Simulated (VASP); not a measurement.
Computed with PBE GGA, VASP's PBE PAW potentials (set 64) (plane waves; VASP).

The input files of a VASP run:

### INCAR
```
ISIF=2   # forces and stress, cell fixed
NSW=60
GGA=PE
EDIFF=1E-5
PREC=Normal
LMAXMIX=4   # l cut-off of mixed one-centre charges
IBRION=2   # conjugate gradients
SYSTEM=GeSi63
ISYM=0
LASPH=T   # aspherical one-centre terms
LCHARG=F
LWAVE=T
EDIFFG=-0.03
NELMIN=4
ISMEAR=0
ALGO=Fast   # Davidson, then RMM-DIIS
NELM=100
LREAL=Auto   # projection in real space or not
ENCUT=400
SIGMA=0.05
```

POSCAR:
```
GeSi63
1
   10.9370747000     0.0000000000     0.0000000000
    0.0000000000    10.9370747000     0.0000000000
   -0.0000000000    -0.0000000000    10.9370747000
Si Ge
63 1
Direct
  0.5000000000   0.0000000000   0.0000000000
  0.6250000000   0.1250000000   0.1250000000
  0.7500000000   0.2500000000   0.0000000000
  0.8750000000   0.3750000000   0.1250000000
  0.7500000000   0.0000000000   0.2500000000
  0.8750000000   0.1250000000   0.3750000000
  0.0000000000   0.0000000000   0.0000000000
  0.1250000000   0.1250000000   0.1250000000
  0.2500000000   0.2500000000   0.0000000000
  0.3750000000   0.3750000000   0.1250000000
  0.5000000000   0.5000000000   0.0000000000
  0.6250000000   0.6250000000   0.1250000000
  0.7500000000   0.7500000000   0.0000000000
  0.8750000000   0.8750000000   0.1250000000
  0.2500000000   0.0000000000   0.2500000000
  0.3750000000   0.1250000000   0.3750000000
  0.5000000000   0.2500000000   0.2500000000
  0.6254290000   0.3793020000   0.3786580000
  0.7500000000   0.5000000000   0.2500000000
  0.8750000000   0.6250000000   0.3750000000
  0.5000000000   0.0000000000   0.5000000000
  0.6250000000   0.1250000000   0.6250000000
  0.7500000000   0.2500000000   0.5000000000
  0.8750000000   0.3750000000   0.6250000000
  0.7500000000   0.0000000000   0.7500000000
  0.8750000000   0.1250000000   0.8750000000
  0.0000000000   0.5000000000   0.0000000000
  0.1250000000   0.6250000000   0.1250000000
  0.2500000000   0.7500000000   0.0000000000
  0.3750000000   0.8750000000   0.1250000000
  0.0000000000   0.2500000000   0.2500000000
  0.1250000000   0.3750000000   0.3750000000
  0.2500000000   0.5000000000   0.2500000000
  0.3759740000   0.6267570000   0.3753710000
  0.5000000000   0.7500000000   0.2500000000
  0.6250000000   0.8750000000   0.3750000000
  0.0000000000   0.0000000000   0.5000000000
  0.1250000000   0.1250000000   0.6250000000
  0.2500000000   0.2500000000   0.5000000000
  0.3761170000   0.3793120000   0.6265250000
  0.6228090000   0.6212300000   0.6266010000
  0.7500000000   0.7500000000   0.5000000000
  0.8750000000   0.8750000000   0.6250000000
  0.2500000000   0.0000000000   0.7500000000
  0.3750000000   0.1250000000   0.8750000000
  0.5000000000   0.2500000000   0.7500000000
  0.6250000000   0.3750000000   0.8750000000
  0.7500000000   0.5000000000   0.7500000000
  0.8750000000   0.6250000000   0.8750000000
  0.0000000000   0.7500000000   0.2500000000
  0.1250000000   0.8750000000   0.3750000000
  0.0000000000   0.5000000000   0.5000000000
  0.1250000000   0.6250000000   0.6250000000
  0.2500000000   0.7500000000   0.5000000000
  0.3750000000   0.8750000000   0.6250000000
  0.0000000000   0.2500000000   0.7500000000
  0.1250000000   0.3750000000   0.8750000000
  0.2500000000   0.5000000000   0.7500000000
  0.3750000000   0.6250000000   0.8750000000
  0.5000000000   0.7500000000   0.7500000000
  0.6250000000   0.8750000000   0.8750000000
  0.0000000000   0.7500000000   0.7500000000
  0.1250000000   0.8750000000   0.8750000000
  0.4995110000   0.4974630000   0.5035510000
```

**KPOINTS**
```
Automatic mesh
0
Gamma
1 1 1
0 0 0
```

POTCAR, in this order: Si Ge (PBE.64 set). Program: vasp_gam.

The supercell is sampled at Γ alone, which is coarse: total energies, pressure and levels can be off, energies of defects by several tenths of an eV.

Question: Predict the energy per atom (σ→0).

Answer: 
| Quantity | Result |
|---|---|
| energy per atom (σ→0) | -5.304 eV/atom |

OSZICAR:
```
...
RMM:   4    -0.339461794951E+03   -0.14670E-05   -0.24882E-05   200   0.133E-02
   7 F= -.33946179E+03 E0= -.33946179E+03  d E =-.360409E-02
       N       E                     dE             d eps       ncg     rms          rms(c)
DAV:   1    -0.339462464368E+03   -0.67088E-03   -0.20874E-02   348   0.275E-01    0.728E-02
RMM:   2    -0.339462567019E+03   -0.10265E-03   -0.11411E-03   322   0.749E-02    0.281E-02
RMM:   3    -0.339462580099E+03   -0.13080E-04   -0.19361E-04   325   0.343E-02    0.134E-02
RMM:   4    -0.339462582122E+03   -0.20226E-05   -0.35243E-05   229   0.154E-02
   8 F= -.33946258E+03 E0= -.33946258E+03  d E =-.787171E-03
```

The cell is a supercell with a defect, built from Si (diamond): Ge_Si. The run is not spin-polarised, so no state with unpaired spins was tried.
